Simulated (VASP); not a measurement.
Given:

```
LiBr
1.0
    0.00000     2.75216     2.75216
    2.75216     0.00000     2.75216
    2.75216     2.75216     0.00000
Li Br
1 1
Direct
  0.00000   0.00000   0.00000
  0.50000   0.50000   0.50000
```

Method: PBE0 hybrid, VASP's PBE PAW potentials (set 64) (plane waves; VASP 6.6.1). Numerical set-up: 520 eV cut-off, 6×6×6 Γ-centred mesh, Gaussian smearing of 0.050 eV, potentials Li_sv Br.

Q: Predict the energy per atom (σ→0), band gap (over the mesh, the named points and PBE's band edges) with the smallest direct gap where there is one.

A: 
The band gap (over the mesh, the named points and PBE's band edges) comes out as 6.83 eV. The smallest direct gap (over the mesh, the named points and PBE's band edges) is 6.84 eV and the energy per atom (σ→0) is -4.057 eV/atom.

The compound is LiBr in the rock salt structure. It was relaxed first.
